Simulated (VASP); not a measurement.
```xyz
1
Lattice="-2.8250 2.8250 2.8250 2.8250 -2.8250 2.8250 2.8250 2.8250 -2.8250" Properties=species:S:1:pos:R:3 pbc="T T T"
Rb     0.0000     0.0000     0.0000
```

Level of theory: r2SCAN meta-GGA, VASP's PBE PAW potentials (set 64) (plane waves; VASP). Settings: 400 eV cut-off, 8×8×8 Γ-centred mesh, first-order Methfessel-Paxton smearing of 0.10 eV, potentials Rb_sv.

Energy and stress use the plane-wave basis of the starting cell.

Task: The ions, cell shape and volume are relaxed. Predict the relaxed structure.

Result: 
```xyz
1
Lattice="-2.8738 2.8738 2.8738 2.8738 -2.8738 2.8738 2.8738 2.8738 -2.8738" Properties=species:S:1:pos:R:3 pbc="T T T"
Rb     0.0000     0.0000     0.0000
```
Space group Im-3m (229), at a tolerance of 0.03 Å.

Task: How do energy and volume change from the first to the last step?

Result: The energy (σ→0) changes by -2.4 meV/atom and the volume by +5.3 %, in 3 ionic steps.

The compound is Rb in the bcc structure. This run relaxes it. Symmetry was kept, so distortions that lower it aren't found.
